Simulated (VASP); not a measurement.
```yaml
crystal:
  lattice:
    - [0.00000, 2.71884, 2.71884]
    - [2.71884, 0.00000, 2.71884]
    - [2.71884, 2.71884, 0.00000]
  atoms:
    - { symbol: Ce, position: [0.00000, 0.00000, 0.00000] }
    - { symbol: O, position: [0.25000, 0.25000, 0.25000] }
    - { symbol: O, position: [0.75000, 0.75000, 0.75000] }
```

These are PBE GGA with D3 dispersion (zero damping), VASP's PBE PAW potentials (set 64) (plane waves; VASP) values and carry that method's errors. Numerical set-up: 520 eV cut-off, 8×8×8 Γ-centred mesh, tetrahedra with Blöchl corrections, potentials Ce O.

Q: What does the run give for the energy per atom (σ→0)?

A: 
```json
{
 "energy per atom (σ→0)": "-8.917 eV/atom"
}
```

The compound is CeO2 in the fluorite structure. It was relaxed first. The run is not spin-polarised, so no magnetic state was tried.
